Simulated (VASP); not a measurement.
Write the native input for VASP 6.6.1 that does the following.

```
Task                   : single point
Functional             : PBE
Potentials or basis    : VASP PAW PBE potentials, release 64 (Ta_pv)
Cutoff                 : 520 eV
k mesh                 : 18 × 18 × 18
Occupations            : gaussian, width 0.1 eV
Spin                   : non-collinear spin, zero start, spin-orbit coupling
Starting moments       : [[0.0, 0.0, 0.0]] μB
Further INCAR settings : ALGO = Normal; EDIFF = 1e-07; NBANDS = 22
```

The structure of Ta lies in POSCAR:

```
Ta                                      
1.0
   -1.6754404597      1.6754404597      1.6754404597
    1.6754404597     -1.6754404597      1.6754404597
    1.6754404597      1.6754404597     -1.6754404597
  Ta            
     1
Direct
     0.0000000000000000    0.0000000000000000    0.0000000000000000
```

The cell isn't the ideal one: a relaxed cell with its volume scaled by 1.03.

One way to write it, as run:

INCAR

```
PREC = Accurate
ENCUT = 520
EDIFF = 1E-7
ISMEAR = 0
SIGMA = 0.1
LREAL = False
LASPH = True
NELM = 80
ALGO = Normal
ISIF = 2
LWAVE = False
LCHARG = False
LNONCOLLINEAR = True
MAGMOM = 0 0 0
LORBIT = 11
LSORBIT = True
GGA_COMPAT = False
LMAXMIX = 4
GGA = PE
NBANDS = 22
KPAR = 4
```

KPOINTS

```
regular mesh
0
Gamma
  18 18 18
```

Potentials or basis: VASP PAW PBE potentials, release 64 (Ta_pv).

Run with:

```bash
$ cat potpaw_PBE.64/Ta_pv/POTCAR > POTCAR
$ mpirun -np 4 vasp_ncl > vasp.out
```

Results of the run:

```yaml
Pressure: -5.4 GPa
Net_moment: 0.00 μB per cell
Valence_electrons_inside_the_program's_atomic_spheres: Ta 8.87
```

Run time: 21 s on 4 MPI ranks on Intel(R) Xeon(R) Platinum 8559C (Emerald Rapids), on a shared host, peak memory 0.26 GiB a rank.
